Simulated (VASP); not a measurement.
The system is Ti3Fe.

```
Fe Ti
1.0
     2.99857    0.00000    0.00000
    -1.49928    2.59683    0.00000
     0.00000    0.00000    8.04156
Fe Ti
1 3
Direct
  0.66667 0.33333 0.00000
  0.33333 0.66667 0.78489
  0.33333 0.66667 0.21512
  0.66667 0.33333 0.50000
```

The cell comes from a database or a generator and needn't be the stable form of this composition.

```yaml
Program: VASP 6.6.1
Task: single point
Functional: PBE
Potentials_or_basis: VASP PAW PBE potentials, release 64 (Fe, Ti_sv)
Cutoff: 520 eV
k_mesh: 10 × 10 × 4
Occupations: fermi-dirac, width 0.05 eV
Spin: collinear spin, ferromagnetic start
Starting_moments: "[3.0, 1.0, 1.0, 1.0] μB"
```

On this cell: pressure 0.2 GPa; largest force under 0.003 eV/Å; net moment 0.29 μB per cell; site moments Fe +0.53; Ti -0.12, +0.04 μB; band gap on the k mesh none (metal or under the smearing width).

The same run follows on a disturbed copy (atoms moved at random, drawn with an rms of 0.05 Å):

```xyz
4
Lattice="2.9986 0.0000 0.0000 -1.4993 2.5968 0.0000 0.0000 0.0000 8.0416" Properties=species:S:1:pos:R:3 pbc="T T T"
Fe    1.5187    0.8406   -0.0430
Ti   -0.0059    1.7412    6.2822
Ti   -0.0042    1.7140    1.7239
Ti    1.5266    0.8675    4.0226
```

Problem. What changes?

Solution. The energy (extrapolated to zero smearing) moves by +2.1 meV/atom; pressure 0.1 GPa; largest force 0.244 eV/Å; net moment 0.37 μB per cell; site moments Fe +0.63; Ti -0.14, -0.13, +0.06 μB; band gap on the k mesh none (metal or under the smearing width).

Forces on the atoms (eV/Å):
```
Fe  -0.059  0.068  0.227
Ti   0.060 -0.066  0.022
Ti   0.051  0.015 -0.106
Ti  -0.053 -0.016 -0.142
```

Stress tensor (GPa, compression positive):
```
-0.79  0.68  0.00
 0.68 -0.42 -0.01
 0.00 -0.01  1.59
```
